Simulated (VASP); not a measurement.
Here is the system:

```
LaO
1.0
    0.00000     3.15233     3.15233
    3.15233     0.00000     3.15233
    3.15233     3.15233     0.00000
La O
1 1
Direct
  0.00000   0.00000   0.00000
  0.25000   0.25000   0.25000
```

All values below come from PBEsol GGA, VASP's PBE PAW potentials (set 64) (plane waves; VASP). Numerical set-up: 520 eV cut-off, 9×9×9 Γ-centred mesh, first-order Methfessel-Paxton smearing of 0.10 eV, potentials La O.

Energy and stress use the plane-wave basis of the starting cell.

### Question
The ions, cell shape and volume are relaxed. Predict the relaxed structure.

### Answer

```
LaO
1.0
    0.00000     2.79544     2.79544
    2.79544     0.00000     2.79544
    2.79544     2.79544     0.00000
La O
1 1
Direct
  0.00000   0.00000   0.00000
  0.25000   0.25000   0.25000
```
Space group F-43m (216), at a tolerance of 0.03 Å.

### Question
How do energy and volume change from the first to the last step?

### Answer
The energy (σ→0) changes by -616.4 meV/atom and the volume by -30.3 %, in 15 ionic steps.

The structure was generated: LaO was put into the zinc blende type (F-43m), which need not be its known phase. This run relaxes it. Symmetry was kept, so distortions that lower it aren't found. The electron count is odd and the run is not spin-polarised, which forces a metal.
